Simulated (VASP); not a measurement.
Given:

```xyz
6
Lattice="4.6363 0.0000 0.0000 0.0000 4.6363 0.0000 0.0000 0.0000 3.0928" Properties=species:S:1:pos:R:3 pbc="T T T"
Zn     0.0000     0.0000     0.0000
Zn     2.3182     2.3182     1.5464
F      1.4058     1.4058     0.0000
F      3.7240     0.9123     1.5464
F      0.9123     3.7240     1.5464
F      3.2305     3.2305     0.0000
```

Method: LDA (Ceperley-Alder, Perdew-Zunger), VASP's LDA PAW potentials (set 64) (plane waves; VASP). Numerical set-up: 620 eV cut-off, 5×5×7 Γ-centred mesh, Gaussian smearing of 0.050 eV, potentials Zn F.

**Question.** Predict the energy per atom (σ→0), band gap (on the k-mesh) with the smallest direct gap where there is one.

**Answer.** 
```json
{
  "band gap (on the k-mesh)": "3.39 eV",
  "smallest direct gap (on the k-mesh)": "3.39 eV",
  "energy per atom (σ→0)": "-4.508 eV/atom"
}
```

Only differences to runs with the same potentials and settings are physical.

The compound is ZnF2 in the rutile structure. It was relaxed first.
